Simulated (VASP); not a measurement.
Energy against volume of Ni (fcc). Method: PBE GGA with D4 dispersion, VASP's PBE PAW potentials (set 64) (plane waves; VASP 6.6.1).

```json
[
 {"V (Å³/atom)": "9.905", "E (eV/atom)": "-5.90386"},
 {"V (Å³/atom)": "10.221", "E (eV/atom)": "-5.92643"},
 {"V (Å³/atom)": "10.538", "E (eV/atom)": "-5.93356"},
 {"V (Å³/atom)": "10.854", "E (eV/atom)": "-5.92777"},
 {"V (Å³/atom)": "11.170", "E (eV/atom)": "-5.91112"}
]
```

Problem. Fit a third-order Birch-Murnaghan equation of state.

Solution. 
The volume per atom is 10.54 Å^3/atom, the bulk modulus is 2170 kbar and the pressure derivative of the bulk modulus is 4.89. The lattice constant a is 3.481 Å.

Measured: bulk modulus 192 GPa at 0 K (computed value off by +12.9 %), as given by Daniel Mejia-Rodriguez et al., Physical Review B (2018), arXiv:1807.09216 [0 K value with the zero-point phonon effect removed]; a 3.508 Å at 0 K (computed value off by -0.8 %), as given by Daniel Mejia-Rodriguez et al., Physical Review B (2018), arXiv:1807.09216 [static lattice: zero-point anharmonic expansion removed].

The compound is Ni in the fcc structure. It was relaxed first.
